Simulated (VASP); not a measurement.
Consider the following.

```
NbP
1.0
    3.44095     0.00000     0.00000
   -1.72047     2.97995     0.00000
    0.00000     0.00000     7.65565
Nb P
2 2
Direct
  0.33333   0.66667   0.02986
  0.66667   0.33333   0.52986
  0.33333   0.66667   0.34514
  0.66667   0.33333   0.84514
```

All values below come from PBE GGA, VASP's PBE PAW potentials (set 64) (plane waves; VASP). Numerical set-up: 400 eV cut-off, Gaussian smearing of 0.050 eV, potentials Nb_sv P.

Task: Give the energies of bands 11 to 21 at the high-symmetry points, in eV from the Fermi level.

Result: 
```
band      Γ      M      K      A      L      H
----  -----  -----  -----  -----  -----  -----
11    -5.40  -5.17  -4.73  -4.86  -4.94  -4.35
12    -4.39  -4.86  -3.88  -4.86  -4.94  -4.35
13    -2.28  -3.50  -3.88  -2.08  -3.44  -4.03
14    -2.28  -3.12  -3.87  -2.08  -3.44  -4.03
15    -1.82  -2.72  -2.83  -2.08  -2.20  -2.38
16    -1.82  -1.79  -2.83  -2.08  -2.20  -2.38
17    -0.81  -1.39  -0.71   0.23  -1.01  -0.66
18     0.13  -0.21  -0.56   0.23  -1.01  -0.66
19     0.13   0.55   0.50   0.45   1.15   0.01
20     0.79   1.74   0.50   0.45   1.15   0.01
21     0.79   1.83   1.39   0.45   2.23   2.14
```

It has no gap at this level: it comes out as a metal or semimetal.

The structure was generated: NbP was put into the wurtzite type (P6_3mc), which need not be its known phase. It was relaxed first, which changed the volume by -36 %.
